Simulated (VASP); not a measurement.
These are vdW-DF-cx, VASP's PBE PAW potentials (set 64) (plane waves; VASP 6.6.1) values and carry that method's errors.

The input files of a VASP run:

KPOINTS:
```
k-points along high-symmetry lines
15
Line-mode
Reciprocal
  0.000000   0.000000   0.000000 ! GAMMA
  0.500000   0.000000   0.500000 ! X

  0.500000   0.000000   0.500000 ! X
  0.625000   0.250000   0.625000 ! U

  0.375000   0.375000   0.750000 ! K
  0.000000   0.000000   0.000000 ! GAMMA

  0.000000   0.000000   0.000000 ! GAMMA
  0.500000   0.500000   0.500000 ! L

  0.500000   0.500000   0.500000 ! L
  0.500000   0.250000   0.750000 ! W

  0.500000   0.250000   0.750000 ! W
  0.500000   0.000000   0.500000 ! X
```

File POSCAR:
```
SrCl2
4.9071290
  0.0000000000   0.7071067558   0.7071067558
  0.7071067558   0.0000000000   0.7071067558
  0.7071067558   0.7071067558   0.0000000000
Sr Cl
1 2
direct
  0.0000000000   1.0000000000   1.0000000000
  0.2500000000   0.2500000000   0.2500000000
  0.7500000000   0.7500000000   0.7500000000
```

### INCAR
```
LMAXMIX  =  4   ! l cut-off of mixed one-centre charges
EDIFF  =  1E-7   ! SCF stop (eV)
LORBIT  =  11   ! lm-projected
LCHARG  =  F
LWAVE  =  F
LASPH  =  T
ISMEAR  =  0
LREAL  =  F
SIGMA  =  0.05   ! width (eV)
ALGO  =  Normal
PREC  =  Accurate
NELM  =  100   ! most electronic steps
SYSTEM  =  SrCl2
GGA  =  CX
ENCUT  =  520
LUSE_VDW  =  T
AGGAC  =  0.0
ICHARG  =  11   ! fixed density
```

POTCAR, in this order: Sr_sv Cl (PBE.64 set). Program: vasp_std. Read from the step before: CHGCAR.

Output of the run:

OSZICAR:
```
       N       E                     dE             d eps       ncg     rms          rms(c)
DAV:   1     0.151052949627E+03    0.15105E+03   -0.11632E+04  2880   0.134E+03
DAV:   2     0.177092040260E+01   -0.14928E+03   -0.14620E+03  3832   0.248E+02
DAV:   3    -0.683226567599E+01   -0.86032E+01   -0.85946E+01  4080   0.631E+01
DAV:   4    -0.712672719605E+01   -0.29446E+00   -0.29438E+00  5024   0.910E+00
DAV:   5    -0.712962566234E+01   -0.28985E-02   -0.28984E-02  4120   0.798E-01
DAV:   6    -0.712967386617E+01   -0.48204E-04   -0.48203E-04  4456   0.102E-01
DAV:   7    -0.712967532402E+01   -0.14579E-05   -0.14579E-05  4504   0.148E-02
DAV:   8    -0.712967535843E+01   -0.34415E-07   -0.34382E-07  4248   0.245E-03
   1 F= -.71296754E+01 E0= -.71296754E+01  d E =-.421345E-12
```

**OUTCAR**
```
 val. band max:        0.2152578047   @ k =   0.5000   0.0000   0.5000

 cond. band min:       5.5812977452   @ k =   0.0000   0.0000   0.0000



 k-point     1 :       0.0000    0.0000    0.0000
  band No.  band energies     occupation
      1     -32.5853      2.00000
      2     -14.5962      2.00000
      3     -14.5962      2.00000
      4     -14.5962      2.00000
      5     -13.1028      2.00000
      6     -12.2086      2.00000
      7      -1.9800      2.00000
      8      -1.9800      2.00000
      9      -1.9800      2.00000
     10      -0.1330      2.00000
     11      -0.1330      2.00000
     12      -0.1330      2.00000
     13       5.5813      0.00000
     14       6.3022      0.00000
     15       6.3022      0.00000
     16       9.2269      0.00000

 k-point     2 :       0.0357    0.0000    0.0357
  band No.  band energies     occupation
      1     -32.5853      2.00000
      2     -14.6031      2.00000
      3     -14.5966      2.00000
      4     -14.5966      2.00000
      5     -13.0909      2.00000
      6     -12.2130      2.00000
      7      -1.9778      2.00000
      8      -1.9778      2.00000
      9      -1.9580      2.00000
     10      -0.1782      2.00000
     11      -0.1320      2.00000
     12      -0.1320      2.00000
     13       5.6225      0.00000
     14       6.3145      0.00000
     15       6.3205      0.00000
     16       9.1288      0.00000

 k-point     3 :       0.0714    0.0000    0.0714
  band No.  band energies     occupation
      1     -32.5851      2.00000
      2     -14.6229      2.00000
      3     -14.5980      2.00000
      4     -14.5980      2.00000
      5     -13.0563      2.00000
      6     -12.2257      2.00000
      7      -1.9712      2.00000
      8      -1.9712      2.00000
      9      -1.8927      2.00000
     10      -0.3071      2.00000
     11      -0.1292      2.00000
     12      -0.1292      2.00000
     13       5.7373      0.00000
     14       6.3513      0.00000
...
```

The density is held fixed in this step, so its total energy and stress have no physical meaning.

The compound is SrCl2 in the fluorite structure. It was relaxed first.
